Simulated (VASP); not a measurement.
Data:

```
CELL_PARAMETERS angstrom
      0.00000     3.52801     3.52801
      3.52801     0.00000     3.52801
      3.52801     3.52801     0.00000
ATOMIC_POSITIONS crystal
  K  0.00000 0.00000 0.00000
  I  0.50000 0.50000 0.50000
```

Level of theory: PBE GGA with D4 dispersion, VASP's PBE PAW potentials (set 64) (plane waves; VASP). Settings: 520 eV cut-off, 7×7×7 Γ-centred mesh, tetrahedra with Blöchl corrections, potentials K_sv I.

Unless said otherwise, spin-orbit coupling is left out, though it shifts the bands of the heavy elements here.

Q: What does the run give for the energy per atom (σ→0), band gap (on the k-mesh) with the smallest direct gap where there is one?

A: 
| Quantity | Result |
|---|---|
| band gap (on the k-mesh) | 3.97 eV |
| smallest direct gap (on the k-mesh) | 3.97 eV |
| energy per atom (σ→0) | -2.931 eV/atom |

Total energies compare only between runs with the same potentials, cut-off and functional.

The compound is KI in the rock salt structure. It was relaxed first.
